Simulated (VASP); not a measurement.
# C₂H₆SO: intrinsic reaction coordinate

C₂H₆SO, molecule in box, 10 atoms in the cell. PBE, intrinsic reaction coordinate; PAW potentials S, O, C, H (PBE set).

Path: methyl rotation in C2H6SO.

## Input

INCAR.step1:
```
SYSTEM = H6C2SO
  PREC = Normal
  ENCUT = 400
  EDIFF = 1E-7
  ISMEAR = 0
  SIGMA = 0.01
  ISYM = 0
  LREAL = .FALSE.
  LASPH = .TRUE.
  NELM = 100
  ALGO = Normal
  LWAVE = .FALSE.
  LCHARG = .FALSE.
  IBRION = 2
  NSW = 100
  ISIF = 2
  EDIFFG = -0.005
  POTIM = 0.5
```

INCAR.step2, as INCAR.step1 but for:
```
- IBRION = 2
- NSW = 100
- ISIF = 2
- EDIFFG = -0.005
- POTIM = 0.5
+ IBRION = 5
+ NFREE = 2
+ POTIM = 0.015
+ NSW = 1
```

INCAR.step3, as INCAR.step2 but for:
```
- EDIFF = 1E-7
- IBRION = 5
- NFREE = 2
- POTIM = 0.015
- NSW = 1
+ EDIFF = 1E-8
+ IBRION = 44
+ NSW = 600
+ EDIFFG = -0.005
```

INCAR.step4, as INCAR.step3 but for:
```
- EDIFF = 1E-8
- IBRION = 44
- NSW = 600
- EDIFFG = -0.005
+ EDIFF = 1E-6
+ IBRION = 40
+ IRC_DIRECTION = -1
+ IRC_STOP = 8
+ IRC_VNORM0 = 0.01
+ NSW = 900
+ ISIF = 2
```

INCAR.step5, as INCAR.step4 but for:
```
- IRC_DIRECTION = -1
+ IRC_DIRECTION = 1
```

KPOINTS:
```
k-points
0
Gamma
  1 1 1
```

POSCAR.step1:
```
H6C2SO
1.0
   11.0000000000      0.0000000000      0.0000000000
    0.0000000000     10.5000000000      0.0000000000
    0.0000000000      0.0000000000      9.0000000000
S O C H
1 1 2 6
Direct
    0.4984790234      0.5358792964      0.4167062188
    0.4984806598      0.6567272964      0.5076464410
    0.6202541143      0.4367497726      0.4855239966
    0.3767017507      0.4367526298      0.4855241077
    0.6126456598      0.4284294869      0.6062026632
    0.2912602961      0.4839019631      0.4578138855
    0.6170612961      0.3430064393      0.4329344410
    0.7056965688      0.4838972012      0.4578138855
    0.3798927507      0.3430092012      0.4329346632
    0.3843100234      0.4284323441      0.6062027744
```

POSCAR.step2:
```
H6C2SO
1.0
   11.0000000000      0.0000000000      0.0000000000
    0.0000000000     10.5000000000      0.0000000000
    0.0000000000      0.0000000000      9.0000000000
S O C H
1 1 2 6
Direct
    0.4987091264      0.5359599402      0.4162560838
    0.4987107628      0.6568079402      0.5071963061
    0.6204842173      0.4368304164      0.4850738616
    0.3769318537      0.4368332736      0.4850739727
    0.5819183900      0.3539553607      0.5414099352
    0.2914903991      0.4839826069      0.4573637505
    0.6797185264      0.4075209157      0.3937972256
    0.6721558873      0.4932923447      0.5648947736
    0.3801228537      0.3430898450      0.4324845283
    0.3845401264      0.4285129878      0.6057526394
```

POSCAR.step3:
```
H6C2SO
1.0
   11.0000000000      0.0000000000      0.0000000000
    0.0000000000     10.5000000000      0.0000000000
    0.0000000000      0.0000000000      9.0000000000
S O C H
1 1 2 6
Direct
    0.4987091264      0.5359599402      0.4162560838
    0.4987107628      0.6568079402      0.5071963061
    0.6204842173      0.4368304164      0.4850738616
    0.3769318537      0.4368332736      0.4850739727
    0.5819183900      0.3539553607      0.5414099352
    0.2914903991      0.4839826069      0.4573637505
    0.6797185264      0.4075209157      0.3937972256
    0.6721558873      0.4932923447      0.5648947736
    0.3801228537      0.3430898450      0.4324845283
    0.3845401264      0.4285129878      0.6057526394

    0.0042644042      0.0041341307     -0.0010429017
   -0.0084425753     -0.0043167782      0.0111218677
   -0.0049722343      0.0011257064      0.0143213411
    0.0016204807     -0.0056693501     -0.0228674964
   -0.0076649898      0.2907029923      0.5115152869
   -0.0043699299     -0.0450328217     -0.0776100350
   -0.3137492899     -0.4576993288     -0.0605016891
    0.3325212687      0.1990290698     -0.4191771189
    0.0494168416     -0.0273810023      0.0252856099
   -0.0300027589      0.0470154937     -0.0159408842
```

POSCAR.step4:
```
H6C2SO                                  
   1.00000000000000     
    11.0000000000000000    0.0000000000000000    0.0000000000000000
     0.0000000000000000   10.5000000000000000    0.0000000000000000
     0.0000000000000000    0.0000000000000000    9.0000000000000000
  S               O               C               H             
     1     1     2     6
Direct
     0.4980539579414363    0.5355407357791754    0.4162261041930645
     0.4986748928136210    0.6553478007382476    0.5063089848102674
     0.6229499979970179    0.4348865823618043    0.4864208992682214
     0.3735967590830871    0.4375719320765246    0.4854707192208531
     0.5895653294518811    0.3490178098959064    0.5425925450992081
     0.2890741824033002    0.4872918447125558    0.4566753434338062
     0.6824793639580711    0.4090306684832675    0.3933406902067154
     0.6720902475642699    0.4959922381481133    0.5650821384181042
     0.3763689312073050    0.3440178229748626    0.4307205848764772
     0.3818422027165690    0.4280789341521987    0.6066626813560465
 
  0.55155834E-02  0.47097756E-02  0.14338522E-02
 -0.96548783E-02 -0.38891553E-02  0.11314411E-01
 -0.51686790E-02  0.60526224E-02  0.18345530E-01
  0.16301048E-02 -0.56444271E-02 -0.23862687E-01
 -0.86117986E-02  0.28881365E+00  0.51240241E+00
 -0.46515485E-02 -0.44939621E-01 -0.77674938E-01
 -0.31033238E+00 -0.45971736E+00 -0.64713418E-01
  0.33042820E+00  0.19738378E+00 -0.42122956E+00
  0.49313360E-01 -0.27817659E-01  0.24951930E-01
 -0.29885738E-01  0.46952513E-01 -0.15790478E-01
```

Commands (each step's output is kept before the next begins):
```
cat potpaw_PBE.64/S/POTCAR potpaw_PBE.64/O/POTCAR potpaw_PBE.64/C/POTCAR potpaw_PBE.64/H/POTCAR > POTCAR
cp INCAR.step1 INCAR
cp POSCAR.step1 POSCAR
mpirun -np 4 vasp_gam > vasp.out
cp INCAR.step2 INCAR
cp POSCAR.step2 POSCAR
mpirun -np 4 vasp_gam > vasp.out
# the block under the positions in POSCAR is the starting axis: the most unstable mode of the Hessian, divided by the root of the mass
cp INCAR.step3 INCAR
cp POSCAR.step3 POSCAR
mpirun -np 4 vasp_gam > vasp.out
# POSCAR is the CONTCAR of the converged dimer run, with its unstable direction
cp INCAR.step4 INCAR
cp POSCAR.step4 POSCAR
mpirun -np 4 vasp_gam > vasp.out
# POSCAR is the CONTCAR of the converged dimer run, with its unstable direction
cp INCAR.step5 INCAR
mpirun -np 4 vasp_gam > vasp.out
```

## Result

- Barrier from the relaxed minimum (eV): 0.102
- Ionic steps, all stages: 766
- Electronic steps, all stages: 5054

Energy along the reaction coordinate:

| Coordinate (Å) | Energy from the saddle (eV) |
|---|---|
| -1.827 | -0.102 |
| -1.651 | -0.100 |
| -1.412 | -0.090 |
| -1.251 | -0.079 |
| -1.089 | -0.066 |
| -0.845 | -0.045 |
| -0.679 | -0.031 |
| -0.441 | -0.014 |
| -0.269 | -0.005 |
| -0.096 | -0.001 |
| 0.063 | -0.000 |
| 0.275 | -0.005 |
| 0.464 | -0.015 |
| 0.729 | -0.034 |
| 0.897 | -0.049 |
| 1.118 | -0.068 |
| 1.288 | -0.081 |
| 1.456 | -0.091 |
| 1.709 | -0.100 |
| 1.845 | -0.102 |

VASP 6.6.1 took 1694 s on 4 cores (AMD EPYC 9R45 (Zen 5)), a shared host.
